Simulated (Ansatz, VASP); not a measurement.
# CoSi2 in two plane-wave programs, part 2 of 2

Wanted: the spread between two codes on one cell, functional and k mesh. The cell is taken from a series of VASP runs on this material, whose earlier steps may have relaxed, scaled or displaced it; both programs get it as it stands.

VASP 6.6.1 and Ansatz 0.2.0.

So far: The starting structure; VASP: relaxation of cell and atoms, PBE.

### 3. Ansatz: relaxation of cell and atoms, PBE

Level of this step: Ansatz beside VASP: Kohn-Sham DFT, plane waves, PBE (Ansatz).

Ansatz runs on its default PAW (the set named soft_2) files.

The same cell, functional, mesh and smearing now go to Ansatz, which takes its cutoff from its data sets.

input.yaml reads:

```yaml
crystal:
  lattice:
    - [0.0, 2.6792267334, 2.6792267334]
    - [2.6792267334, 0.0, 2.6792267334]
    - [2.6792267334, 2.6792267334, 0.0]
  atoms:
    - { symbol: Co, position: [0.0, 0.0, 0.0] }
    - { symbol: Si, position: [0.75, 0.75, 0.75] }
    - { symbol: Si, position: [0.25, 0.25, 0.25] }
hamiltonian:
  xc: pbe
  pseudopotentials: { kind: paw }
magnetization:
  spin_polarized: true
kpoints:
  mp_grid: { grid: [12, 12, 12] }
scf:
  occupations: { method: gaussian, width: 0.05 }
relax:
  f_tol: 0.01
  max_steps: 60
  cell: { stress_tol: 0.05 }
output:
  forces: true
  stress: true
  write_density: true
  write_potential: true
  elf: true
  volumetric_format: npy
```

The run is started by

```bash
$ ansatz run input.yaml --threads 4 --pin off --max-ram 9216MiB --backend cpu --events-out ev --progress --plain --runs-dir out
```

Numbers of over 12 decimals in the logs are rounded to 6 here.

What it wrote:

```text
band count auto-derived: 18 (N_el = 25.0; filled up to band 13; 17 by the electrons, moments and atoms)
Engine: ansatz 0.2.0, aarch64-unknown-linux-gnu
Pseudopotentials: kind: paw
Pseudopotential: Co, paw, valence charge 17, recommended cutoff 420 eV (normal), Co.paw.azcp
Pseudopotential: Si, paw, valence charge 4, recommended cutoff 420 eV (normal), Si.paw.azcp
Functional definition: PBE
  parameter kappa = 0.804
  parameter beta = 0.066725
  exchange = pbe_x(kappa = kappa, mu = beta*pi^2/3)
  correlation = pbe_c(beta = beta)
Crystal: 3 atoms, lattice volume = 38.464 Å³
Basis set: ecut = 420 eV, 749 PW (Γ), exchange–correlation on 54×54×54 points (8 copies of the dense FFT grid, shifted against one another)
Bands: 18, of which v1, the nominal top of the filled ones, is band 13 counted from 1 (12 counted from 0)
Symmetry: 48 space group operations
Space group: Fm-3m (ITA 225), of the structure as read, at distance tolerance 3.4e-5 Å
k-points: 72 of 1728
Non-local potential: Co, projectors of the file, l = 0: 3, l = 1: 2, l = 2: 3, l = 3: 1
Non-local potential: Si, projectors of the file, l = 0: 2, l = 1: 2, l = 2: 2
PAW form: soft (Blöchl's): semilocal exchange-correlation on the pseudo side does not see the compensation charge
PAW one-centre angular grid: Co, 590 points (default); XC on 64 Gauss nodes
PAW one-centre angular grid: Si, 110 points (default); XC on 64 Gauss nodes
Initial density: superposition of atomic densities (chi_scale 0.1, normalization cell, long waves kept (reshape's long-wave potential 0.00 eV rms))
Initial wavefunctions: pseudopotential atomic-orbital guess
Functional: x = pbe(κ = 0.804, μ = 0.219515), c = pbe(β = 0.066725)
SCF iter   1: F=—  HF=-6400.505634 eV  |F-HF|=—  |Δ(HF+E_count)|=         —  Δρ=7.01e-2 (↑7.01e-2 ↓7.01e-2)  dr2=8.60e0  dr2_m=0.00e0  M=0.000 μB ∫|m|=0.000 μB  β_m=0.30  ethr=3.10e-3  ⟨swp⟩=5.7  Hψ=6566  notcnv=0
preconditioner: auto → Kerker (q_TF=auto, 2.539 Å⁻¹)  [metal: Δε(μ)=0.041 eV  Ē_g=9.444 eV  σ=0.050 eV  W_gap=0.44  n_scr=14 (ndim 8)  ℏωp=24.7 eV  f_vac=0.000  D(μ)=0.85/eV (n_scr^D=0)]
spin=Collinear: Kerker preconditioning applied to the charge; magnetization (m = ρ↑ − ρ↓) channel mixes plain (no charge-response kernel on spin).
SCF iter   2: F=—  HF=-6399.728794 eV  |F-HF|=—  |Δ(HF+E_count)|=   7.77e-1  Δρ=4.60e-2 (↑4.60e-2 ↓4.60e-2)  dr2=1.61e0  dr2_m=0.00e0  M=0.000 μB ∫|m|=0.000 μB  β_m=0.27  ethr=3.10e-3  ⟨swp⟩=2.5  Hψ=3126  notcnv=0  defer=96
SCF iter   3: F=—  HF=-6398.303199 eV  |F-HF|=—  |Δ(HF+E_count)|=    1.43e0  Δρ=5.76e-2 (↑5.61e-2 ↓5.76e-2)  dr2=7.46e-1  dr2_m=1.03e0  M=1.444 μB ∫|m|=1.444 μB  ethr=3.10e-3  ⟨swp⟩=2.3  Hψ=2572  notcnv=0  defer=96
Mixer restart at iter 3: flushing history
SCF iter   4: F=—  HF=-6399.338948 eV  |F-HF|=—  |Δ(HF+E_count)|=         —  Δρ=4.55e-2 (↑4.26e-2 ↓4.55e-2)  dr2=9.69e-1  dr2_m=5.45e-1  M=0.258 μB ∫|m|=0.268 μB  β_m=0.27  ethr=2.98e-3  ⟨swp⟩=3.5  Hψ=5781  notcnv=0  defer=87
SCF iter   5: F=—  HF=-6399.274007 eV  |F-HF|=—  |Δ(HF+E_count)|=   6.49e-2  Δρ=4.01e-2 (↑4.01e-2 ↓3.12e-2)  dr2=5.33e-1  dr2_m=3.46e-1  M=0.196 μB ∫|m|=0.207 μB  β_m=0.64  ethr=2.98e-3  ⟨swp⟩=1.1  Hψ=3101  notcnv=0  defer=92
SCF iter   6: F=—  HF=-6399.419651 eV  |F-HF|=—  |Δ(HF+E_count)|=   1.46e-1  Δρ=5.06e-2 (↑3.84e-2 ↓5.06e-2)  dr2=2.14e0  dr2_m=1.41e-2  M=0.032 μB ∫|m|=0.045 μB  β_m=0.25  ethr=2.13e-3  ⟨swp⟩=2.1  Hψ=5360  notcnv=0  defer=106  recentre
SCF iter   7: F=—  HF=-6399.197699 eV  |F-HF|=—  |Δ(HF+E_count)|=   2.22e-1  Δρ=2.31e-2 (↑2.31e-2 ↓1.14e-2)  dr2=1.42e-1  dr2_m=7.09e-2  M=0.074 μB ∫|m|=0.089 μB  β_m=0.51  ethr=2.13e-3  ⟨swp⟩=2.9  Hψ=5447  notcnv=0  defer=187
SCF iter   8: F=—  HF=-6399.175657 eV  |F-HF|=—  |Δ(HF+E_count)|=   2.20e-2  Δρ=2.08e-3 (↑1.97e-3 ↓2.08e-3)  dr2=4.89e-3  dr2_m=1.17e-4  M=-0.005 μB ∫|m|=0.015 μB  β_m=0.75  ethr=5.68e-4  ⟨swp⟩=2.6  Hψ=5043  notcnv=0  defer=190
Mixer restart at iter 8: flushing history
SCF iter   9: F=—  HF=-6399.176852 eV  |F-HF|=—  |Δ(HF+E_count)|=         —  Δρ=2.22e-3 (↑2.22e-3 ↓2.22e-3)  dr2=5.52e-3  dr2_m=0.00e0  M=0.000 μB ∫|m|=0.000 μB  β_m=0.75  ethr=1.96e-5  ⟨swp⟩=5.0  Hψ=4424  notcnv=0  defer=86
SCF iter  10: F=—  HF=-6399.179794 eV  |F-HF|=—  |Δ(HF+E_count)|=   2.94e-3  Δρ=5.37e-3 (↑5.37e-3 ↓5.37e-3)  dr2=2.86e-2  dr2_m=0.00e0  M=0.000 μB ∫|m|=0.000 μB  β_m=0.43  ethr=1.96e-5  ⟨swp⟩=2.1  Hψ=3060  notcnv=0  defer=96  recentre
SCF iter  11: F=—  HF=-6399.176750 eV  |F-HF|=—  |Δ(HF+E_count)|=   3.04e-3  Δρ=9.85e-4 (↑9.85e-4 ↓9.85e-4)  dr2=1.28e-3  dr2_m=0.00e0  M=0.000 μB ∫|m|=0.000 μB  β_m=0.47  ethr=1.96e-5  ⟨swp⟩=3.0  Hψ=2368  notcnv=0  defer=96
SCF iter  12: F=—  HF=-6399.176837 eV  |F-HF|=—  |Δ(HF+E_count)|=   8.67e-5  Δρ=3.60e-4 (↑3.60e-4 ↓3.60e-4)  dr2=1.57e-4  dr2_m=0.00e0  M=0.000 μB ∫|m|=0.000 μB  β_m=0.81  ethr=5.11e-6  ⟨swp⟩=2.4  Hψ=1662  notcnv=0  defer=96
SCF iter  13: F=—  HF=-6399.176876 eV  |F-HF|=—  |Δ(HF+E_count)|=   3.91e-5  Δρ=8.82e-5 (↑8.82e-5 ↓8.82e-5)  dr2=8.58e-6  dr2_m=0.00e0  M=0.000 μB ∫|m|=0.000 μB  β_m=0.90  ethr=6.29e-7  ⟨swp⟩=2.6  Hψ=1783  notcnv=0  defer=96
SCF iter  14: F=—  HF=-6399.176873 eV  |F-HF|=—  |Δ(HF+E_count)|=   3.16e-6  Δρ=2.77e-5 (↑2.77e-5 ↓2.77e-5)  dr2=8.03e-7  dr2_m=0.00e0  M=0.000 μB ∫|m|=0.000 μB  β_m=0.95  ethr=3.43e-8  ⟨swp⟩=2.0  Hψ=1676  notcnv=0  defer=96
SCF iter  15: F=-6399.176873 eV  HF=-6399.176873 eV  |F-HF|=6.77e-8  |Δ(HF+E_count)|=   1.63e-8  Δρ=9.28e-6 (↑9.28e-6 ↓9.28e-6)  dr2=8.73e-8  dr2_m=0.00e0  M=0.000 μB ∫|m|=0.000 μB  ethr=4.00e-10  ⟨swp⟩=1.1  Hψ=2800  notcnv=0
SCF 1 converged in 15 iterations: F = -6399.176873 eV  dr2 = 8.73e-8
  greatest PAW one-centre occupation: 1.000 electrons in one spin orbital (limit 2), on the Co atom at site 0 (counted from 0), in its partial waves of l = 0
the input gives no starting moments: this run first made a single point of its starting geometry. This run's own SCFs start from that state's density, with no starting moments from it.
Initial density: read from a saved state, or passed on in memory by an earlier SCF of this step, an earlier step, the calling program or the single point that the run made first
Stability of the state it starts from, as read at its close in the collinear treatment: not read negative (Ritz values of 1 − χ₀K, real part plus size of imaginary part, from 0.86 to 1.0, by its mixing steps under the symmetry group of the SCF that read it); nothing settles its magnetic order
iter 1 solved again at ethr=7.83e-7 eV; its pass at ethr=3.10e-3 eV (dr2=1.96e-4 eV) is discarded
SCF iter   1: F=—  HF=-6399.176874 eV  |F-HF|=—  |Δ(HF+E_count)|=         —  Δρ=9.32e-6 (↑9.32e-6 ↓9.32e-6)  dr2=8.54e-8  dr2_m=0.00e0  M=0.000 μB ∫|m|=0.000 μB  β_m=0.30  ethr=7.83e-7  ⟨swp⟩=3.0  Hψ=9783  notcnv=0
eigensolver tolerance schedule: the retry pair's looser diagonalisation over-reported the residual by 2292.55 of it (diagonalisation noise at 1.38 of the residual, at the tolerance the schedule requests for it); recorded, not acted on — ethr = c·dr2/N_el stays at c = 1.0e-1
preconditioner: auto → Kerker (q_TF=auto, 2.539 Å⁻¹)  [metal: Δε(μ)=0.033 eV  Ē_g=8.833 eV  σ=0.050 eV  W_gap=0.36  n_scr=14 (ndim 8)  ℏωp=24.7 eV  f_vac=0.000  D(μ)=1.17/eV (n_scr^D=8)]
spin=Collinear: Kerker preconditioning applied to the charge; magnetization (m = ρ↑ − ρ↓) channel mixes plain (no charge-response kernel on spin).
SCF iter   2: F=—  HF=-6399.176873 eV  |F-HF|=—  |Δ(HF+E_count)|=   9.34e-7  Δρ=3.18e-6 (↑3.18e-6 ↓3.18e-6)  dr2=1.01e-8  dr2_m=0.00e0  M=0.000 μB ∫|m|=0.000 μB  β_m=0.26  ethr=3.42e-10  ⟨swp⟩=8.0  Hψ=6909  notcnv=0
SCF iter   3: F=-6399.176873 eV  HF=-6399.176873 eV  |F-HF|=1.72e-9  |Δ(HF+E_count)|=   2.01e-9  Δρ=1.62e-6 (↑1.62e-6 ↓1.62e-6)  dr2=3.25e-9  dr2_m=0.00e0  M=0.000 μB ∫|m|=0.000 μB  ethr=4.06e-11  ⟨swp⟩=5.2  Hψ=6416  notcnv=0
SCF 2 converged in 3 iterations: F = -6399.176873 eV  dr2 = 3.25e-9
relax step   1: F+E_penalty+E_count = -6399.17687286 eV  Δ(F+E_penalty+E_count) = +0.000e0 eV  max|allowed force component| = 1.850e-17 eV/Å  Δτ_max = 0.0000 Å  P = +0.119 GPa  Ω = 38.464 Å³  (3 SCF iters, dr2 threshold 1.00e-7 eV, accepted)
[...]
relax step   2: F+E_penalty+E_count = -6399.17687407 eV  Δ(F+E_penalty+E_count) = -1.207e-6 eV  max|allowed force component| = 2.313e-16 eV/Å  Δτ_max = 0.0000 Å  P = +0.049 GPa  Ω = 38.479 Å³  energy of the carried Pulay correction = -6.522e-6 eV  (4 SCF iters, dr2 threshold 3.53e-8 eV, accepted)
[...]
relax step   3: F+E_penalty+E_count = -6399.17688596 eV  Δ(F+E_penalty+E_count) = -1.189e-5 eV  max|allowed force component| = 1.943e-16 eV/Å  Δτ_max = 0.0000 Å  P = +0.050 GPa  Ω = 38.479 Å³  stress off target by 5.00e-2 GPa  SCF on the basis re-selected at this cell (its energy is not comparable with the rows above)  (7 SCF iters)
basis re-selected at this cell: Δ(F+E_penalty+E_count) = -1.189e-5 eV, ΔP = +0.001 GPa vs the last step (what re-selecting the basis moved, of the pressure what is left beyond the Pulay correction that the steps carried, after the strain that the cell walked since its last selection, with what the two solves' SCF thresholds leave and, on support functions, any second-order correction that the steps lacked; it is no m [...]
SCF converged after 7 iterations
Magnetization: 0.0000 μB (12.5000 up, 12.5000 down)
Absolute magnetization: 0.0000 μB (∫|ρ↑−ρ↓|)
Spin contamination: 0.0000 ħ² per cell (⟨S²⟩ above its minimum at these occupations)
Per-site moments (μB) at R_I (Å): [(0.0, 0.957237), (0.0, 0.957237), (0.0, 0.957237)]
Free energy (F): -6399.176886 eV
Harris-Foulkes:  -6399.176886 eV  (|F-HF|=2.73e-12)
Internal energy: -6399.175424 eV  (E = F + TS)
E sigma→0 (E₀):  -6399.176155 eV
Entropy (-TS):   -0.001462 eV (-0.487 meV/atom)
Fermi energy:    12.839084 eV
--- Per-component energies (eV) ---
  E_band       = -284.775468
  E_kinetic    = 547.397193
  E_local      = -4098.077533  (includes V_loc(G=0)·N_el)
  E_nonlocal   = 501.173575
  E_hartree    = 1782.919172
  E_xc         = -274.054918
  E_vxc        = -305.196042  (∫ρ·V_xc dr)
  E_paw        = -2541.404019  (= ΣΔE_a)
  E_vpaw       = -495.911254  (= ΣTr[D̂ρ^β])
  E_aug_tail   = 0.000157  (compensation charges beyond the density's cutoff)
  E_ewald      = -2317.129050
  E_smearing   = -0.001462  (= −TS)
  E_closure    = -0.000000  (closes the sum)
  Σ components = -6399.176886   (vs F -6399.176886, Δ=0.00e0)
--- Forces (eV/Å), atoms counted from 1 ---
  atom   1  Co    -0.00000000     0.00000000    -0.00000000
  atom   2  Si    -0.00000000    -0.00000000    -0.00000000
  atom   3  Si     0.00000000     0.00000000     0.00000000
  max |Σ_I F_I| component: 6.48e-17 eV/Å
--- Stress (GPa, compression-positive) ---
        0.049991      -0.000000       0.000000
       -0.000000       0.049991      -0.000000
        0.000000      -0.000000       0.049991
  P = ⅓ Tr σ = 0.0500 GPa (0.500 kbar)
--- Band table (eV; the first three rows and the last of 144) ---
  k-point 0 ↑: bands = [... 9 lower, 10.9558, 13.5944, 16.2794, 16.2794, 16.2794, 16.2834, 16.2834, 16.2834, ... 1 higher]
  k-point 1 ↑: bands = [... 9 lower, 10.9238, 13.6831, 14.8611, 15.5318, 15.5318, 17.0511, 17.0511, 17.8000, ... 1 higher]
  k-point 2 ↑: bands = [... 9 lower, 10.8535, 13.0294, 14.6305, 14.7980, 14.7980, 17.1840, 17.1840, 17.8768, ... 1 higher]
  k-point 71 ↓: bands = [... 9 lower, 10.5632, 10.9122, 11.4109, 12.1832, 16.4858, 16.4858, 18.6827, 19.4592, ... 1 higher]
--- Relaxed structure (2 steps of the walk, 2 accepted, 1 SCFs on fresh bases) ---
  F+E_penalty+E_count = -6399.17688596 eV   max|allowed force component| = 1.943e-16 eV/Å   (the final SCF, on the basis selected at the relaxed cell)
  cell:  # Å, volume = 38.4791 Å³
    - [0, 2.679569, 2.679569]
    - [2.679569, 0, 2.679569]
    - [2.679569, 2.679569, 0]
  atoms:
    - { symbol: Co, position: [0, 0, 0] }
    - { symbol: Si, position: [0.75, 0.75, 0.75] }
    - { symbol: Si, position: [0.250000, 0.250000, 0.250000] }
```

Run time: 3.6 s. Hardware: 4 threads of Arm Neoverse V2, shared host; peak memory 0.4 GiB.

### 4. Differences

Known differences besides the potentials themselves: both relaxations stop at a tolerance, which leaves soft axes loose, and VASP keeps its plane-wave basis; the data sets hold 25 valence electrons in Ansatz (default PAW (the set named soft_2) files) and 17 in VASP; the cutoff is 420 eV in Ansatz and 450 eV in VASP; Ansatz adds a Pulay correction to the stress that steers its cell, VASP none. Total energies have different zeros and are not compared.

Both answers:

| quantity | Ansatz | VASP | difference |
| --- | --- | --- | --- |
| volume (Å³) | 38.48 | 38.45 | +0.08 % |
| edge a after relaxation, in the typed setting (Å) | 3.789 | 3.788 | +0.03 % |

The walks stopped with 0.05 GPa left in Ansatz and 0.02 GPa in VASP; each walk ends within a tolerance, so the volume difference is uncertain by about these residues over the bulk modulus, most in soft cells.

### 5. VASP: relaxation of cell and atoms, PBEsol with D3(BJ)

The relaxed volume is the usual yardstick between codes: its relative difference is about their pressure difference at one cell divided by the bulk modulus. The cell compared in this pair holds 36.53 Å³, against 38.46 Å³ for the pair before.

INCAR reads:

```
SYSTEM = CoSi2
PREC = Accurate
ENCUT = 450
EDIFF = 1E-06
NELM = 100
ISMEAR = 0
SIGMA = 0.05
LREAL = .FALSE.
ALGO = Normal
GGA = PS
IVDW = 12
NBANDS = 16
ISPIN = 2
MAGMOM = 0 0 0
LASPH = .TRUE.
LMAXMIX = 4
LORBIT = 11
LWAVE = .FALSE.
LCHARG = .FALSE.
KPAR = 4
IBRION = 2
NSW = 50
ISIF = 3
EDIFFG = -0.006
```

POSCAR reads:

```
CoSi2
1.0
    0.0000000000      2.6334835946      2.6334835946
    2.6334835946      0.0000000000      2.6334835946
    2.6334835946      2.6334835946      0.0000000000
Co Si
1 2
Direct
    0.0000000000      0.0000000000      0.0000000000
    0.7500000000      0.7500000000      0.7500000000
    0.2500000000      0.2500000000      0.2500000000
```

KPOINTS reads:

```
Automatic mesh
0
Gamma
12 12 12
0 0 0
```

The projector-augmented-wave data sets are Co and Si (PBE family, release 64).

The run is started by

```bash
$ mpirun -np 4 vasp_std
```

What it wrote:

```text
[banner, memory and clock lines left out]
running    4 mpi-ranks, on    1 nodes
[...]
|                                                                             |
|               ----> ADVICE to this user running VASP <----                  |
|                                                                             |
|     You enforced a specific xc type in the INCAR file but a different       |
|     [... a line on the potential file left out ...]
|     I HOPE YOU KNOW WHAT YOU ARE DOING!                                     |
|                                                                             |

 LDA part: xc-table for (Slater+PW92), standard interpolation
 POSCAR, INCAR and KPOINTS ok, starting setup
[...]
entering main loop
       N       E                     dE             d eps       ncg     rms          rms(c)
DAV:   1     0.545803972150E+02    0.54580E+02   -0.61589E+03  4648   0.908E+02
DAV:   2    -0.197469358774E+02   -0.74327E+02   -0.66254E+02  5176   0.192E+02
DAV:   3    -0.225457639212E+02   -0.27988E+01   -0.27606E+01  6072   0.417E+01
DAV:   4    -0.225922156398E+02   -0.46452E-01   -0.46430E-01  5496   0.522E+00
[...]
DAV:  11    -0.209679861249E+02    0.13555E-03   -0.61735E-04  6328   0.445E-01    0.368E-02
DAV:  12    -0.209679951863E+02   -0.90614E-05   -0.32729E-05  5216   0.406E-02    0.135E-02
DAV:  13    -0.209679941887E+02    0.99759E-06   -0.19274E-06  5384   0.225E-02
   1 F= -.22187727E+02 E0= -.22187135E+02  d E =-.221877E+02  mag=    -0.0000
[...]
reached required accuracy - stopping structural energy minimisation
```

OUTCAR, selected parts (step 5):

```text
 Edisp (eV)   -1.21973

  Total       0.01119     0.01119     0.01119     0.00000    -0.00000     0.00000
  in kB       0.49090     0.49090     0.49090     0.00000    -0.00000     0.00000
  external pressure =        0.49 kB  Pullay stress =        0.00 kB

 POSITION                                       TOTAL-FORCE (eV/Angst)
 -----------------------------------------------------------------------------------
      0.00000      0.00000      0.00000        -0.000000     -0.000000     -0.000000
      3.95023      3.95023      3.95023         0.000000      0.000000      0.000000
      1.31674      1.31674      1.31674        -0.000000     -0.000000      0.000000
 -----------------------------------------------------------------------------------
    total drift:                               -0.000000     -0.000000      0.000000

  FREE ENERGIE OF THE ION-ELECTRON SYSTEM (eV)
  ---------------------------------------------------
  free  energy   TOTEN  =       -22.1877272949 eV

  energy  without entropy=      -22.1865430161  energy(sigma->0) =      -22.18713516

 magnetization (x)
# of ion       s       p       d       tot
------------------------------------------
    1       -0.000  -0.000   0.000  -0.000
    2       -0.000  -0.000   0.000  -0.000
    3       -0.000  -0.000   0.000  -0.000
--------------------------------------------------
tot         -0.000  -0.000   0.000  -0.000

[... 2 parts as in an earlier step ...]

[... 2 further parts left out ...]
[key lines of the parts left out:]
E-fermi :  10.6737
```

Dispersion corrections of this kind ignore metallic screening and tend to overbind metals.

### 6. Ansatz: relaxation of cell and atoms, PBEsol with D3(BJ)

The same cell, functional, mesh and smearing now go to Ansatz, which takes its cutoff from its data sets.

The cell is taken from a series of VASP runs on this material, whose earlier steps may have relaxed, scaled or displaced it; both programs get it as it stands.

input.yaml, the sections that differ from step 3:

```yaml
crystal:
  lattice:
    - [0.0, 2.6334835946, 2.6334835946]
    - [2.6334835946, 0.0, 2.6334835946]
    - [2.6334835946, 2.6334835946, 0.0]
  atoms:
    - { symbol: Co, position: [0.0, 0.0, 0.0] }
    - { symbol: Si, position: [0.75, 0.75, 0.75] }
    - { symbol: Si, position: [0.25, 0.25, 0.25] }
hamiltonian:
  xc: pbesol
  pseudopotentials: { kind: paw }
  dispersion: d3bj
output:
  forces: true
  stress: true
# magnetization, kpoints, scf, relax: as in step 3
```

The run is started by

```bash
$ ansatz run input.yaml --threads 4 --pin off --max-ram 9216MiB --backend cpu --events-out ev --progress --plain --runs-dir out
```

What it wrote:

```text
[...]
Crystal: 3 atoms, lattice volume = 36.528 Å³
Basis set: ecut = 420 eV, 725 PW (Γ), exchange–correlation on 50×50×50 points (8 copies of the dense FFT grid, shifted against one another)
Bands: 18, of which v1, the nominal top of the filled ones, is band 13 counted from 1 (12 counted from 0)
Symmetry: 48 space group operations
[...]
P = ⅓ Tr σ = -0.0010 GPa (-0.010 kbar)
--- Relaxed structure (3 steps of the walk, 3 accepted, 1 SCFs on fresh bases) ---
[...]
cell:  # Å, volume = 36.5064 Å³
    - [0, 2.632972, 2.632972]
    - [2.632972, 0, 2.632972]
    - [2.632972, 2.632972, 0]
  atoms:
    - { symbol: Co, position: [0, 0, 0] }
    - { symbol: Si, position: [0.75, 0.75, 0.75] }
    - { symbol: Si, position: [0.25, 0.25, 0.25] }
[key lines of the parts left out:]
SCF converged after 7 iterations
Magnetization: 0.0000 μB (12.5000 up, 12.5000 down)
Free energy (F): -6338.927292 eV
Fermi energy:    13.604784 eV
```

The job ended after 3.9 s (4 threads; peak memory 0.39 GiB).

### 7. Comparison

What differs besides the data sets and the points named for the pairs above, as far as they apply: Ansatz makes its cores anew for this functional, VASP keeps those of its PBE data sets. Total energies have different zeros and are not compared.

Both answers:

| quantity | Ansatz | VASP | difference |
| --- | --- | --- | --- |
| volume (Å³) | 36.51 | 36.53 | -0.06 % |
| edge a after relaxation, in the typed setting (Å) | 3.724 | 3.724 | -0.02 % |

The walks stopped with 0.00 GPa left in Ansatz and 0.05 GPa in VASP; each walk ends within a tolerance, so the volume difference is uncertain by about these residues over the bulk modulus, most in soft cells.

### 8. Summary of results

```
difference in volume (relaxation of cell and atoms, PBE)                : 0.084 %
difference in volume (relaxation of cell and atoms, PBEsol with D3(BJ)) : -0.058 %
```

The difference in volume is 0.084 % (relaxation of cell and atoms, PBE), within the 1.2 % picked in this series as the mark of a large difference, as far as the stopping tolerances let one tell. Such differences can come from data sets, numerical settings and the points named under the comparisons, not from the functional's error against experiment.

[Lines on the potential files, build, host, timing and source positions are cut from VASP's logs without a mark.]

[Logs are printed without paths, hosts, clocks, repeated set-up lines and the standing remarks that a program may print on its own settings, such as how far it seeks lower states.]

[Hosts, paths, dates, database ids (printed as entryN), source tags and the programs' standing remarks are cut or masked in the printed files.]
